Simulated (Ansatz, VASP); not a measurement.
Mg2C3 in VASP and in Ansatz

```
CELL_PARAMETERS angstrom
2.41550 -2.35000 0.00000
2.41550 2.35000 0.00000
-1.22707 0.00000 4.83328
ATOMIC_POSITIONS crystal
Mg 0.80870 0.80870 0.20110
Mg 0.19130 0.19130 0.79890
C 0.29890 0.29890 0.26150
C 0.70110 0.70110 0.73850
C 0.50000 0.50000 0.50000
```

Alike in both runs: task relaxation of cell and atoms; functional PBE; k mesh 6 × 6 × 4; occupations gaussian, width 0.1 eV; no spin polarisation.

|  | VASP | Ansatz |
| --- | --- | --- |
| version | VASP 6.6.1 | Ansatz 0.2.0 |
| potentials or method | VASP PAW PBE potentials, release 64 (Mg, C) | scalar-relativistic, plane waves, PAW |
| plane-wave cutoff (eV) | 600 | 420 |
| valence electrons in the cell | 16 | 32 |

VASP gave:

```
gap on the k mesh at the Fermi level, each at its own relaxed structure (eV) : 1.75
relaxed volume (Å³/atom)                                                     : 10.99
relaxed cell length with the largest relative difference (Å)                 : 5.001
energy change over the relaxation (meV/atom)                                 : -1
```

Question: What did Ansatz give for the same quantities?

Answer: gap on the k mesh at the Fermi level, each at its own relaxed structure (eV): 1.70; relaxed volume (Å³/atom): 11.03; relaxed cell length with the largest relative difference (Å): 5.014; energy change over the relaxation (meV/atom): -1.

The two sets of potentials don't hold the same shells in valence.

A k mesh can miss the band edges. A hybrid or GW would open this gap; PBE tends to underestimate it.
